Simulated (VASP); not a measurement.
A run of VASP 6.6.1 is set up as follows.

Contents of INCAR:

```
SYSTEM = RbSnS
ALGO     = Normal         ! electronic algorithm
EDIFF    = 1E-6           ! SCF threshold, eV
ENCUT    = 520            ! plane-wave cutoff, eV
GGA      = PE             ! functional
ISIF     = 2              ! what is computed and relaxed
ISMEAR   = 0              ! smearing method
LASPH    = .TRUE.         ! aspherical terms in the spheres
LCHARG   = .FALSE.        ! write CHGCAR
LREAL    = .FALSE.        ! projectors in reciprocal space
LWAVE    = .FALSE.        ! write WAVECAR
NBANDS   = 22             ! bands
NELM     = 100            ! most SCF steps
PREC     = Accurate       ! precision mode
SIGMA    = 0.1            ! smearing width, eV
```

KPOINTS

```
k-points
0
G
  4 4 4
  0 0 0
```

POSCAR

```
RbSnS
1.0
    4.6383200824      0.0000000000      0.0000000000
    0.0000000000      4.6383200824      0.0000000000
    0.0000000000      0.0000000000      5.2327486466
Rb Sn S
1 1 1
Direct
    0.0000000000      0.0000000000      0.0000000000
    0.5000000000      0.5000000000      0.5000000000
    0.5000000000      0.5000000000      0.0000000000
```

Potentials or basis: VASP PAW PBE potentials, release 64 (Rb_sv, Sn_d, S).

Launch:

```sh
$ cat potpaw_PBE.64/Rb_sv/POTCAR potpaw_PBE.64/Sn_d/POTCAR potpaw_PBE.64/S/POTCAR > POTCAR
$ mpirun -np 1 vasp_std > vasp.out
```

(1) What does it give for the pressure?

(2) Predict the band gap on the k mesh.

Answers

(1) 0.1 GPa.

(2) none (metal or under the smearing width).
